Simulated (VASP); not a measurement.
Data:

```xyz
2
Lattice="3.1446 0.0000 0.0000 0.0000 3.1446 0.0000 0.0000 0.0000 3.1446" Properties=species:S:1:pos:R:3 pbc="T T T"
Zn     1.5723     1.5723     1.5723
Au     0.0000     0.0000     0.0000
```

Level of theory: PBE GGA with D4 dispersion, VASP's PBE PAW potentials (set 64) (plane waves; VASP). Run with 520 eV cut-off, Gaussian smearing of 0.050 eV, potentials Zn Au.

Unless said otherwise, spin-orbit coupling is left out, though it shifts the bands of the heavy elements here.

Q: Estimate the band gap (along the path) with the smallest direct gap where there is one.

A: 
```json
{
 "band gap (along the path)": "none (metal, semimetal or under 0.01 eV)"
}
```

Total energies compare only between runs with the same potentials, cut-off and functional.

The compound is AuZn in the CsCl type structure. It was relaxed first. The electron count is odd and the run is not spin-polarised, which forces a metal.
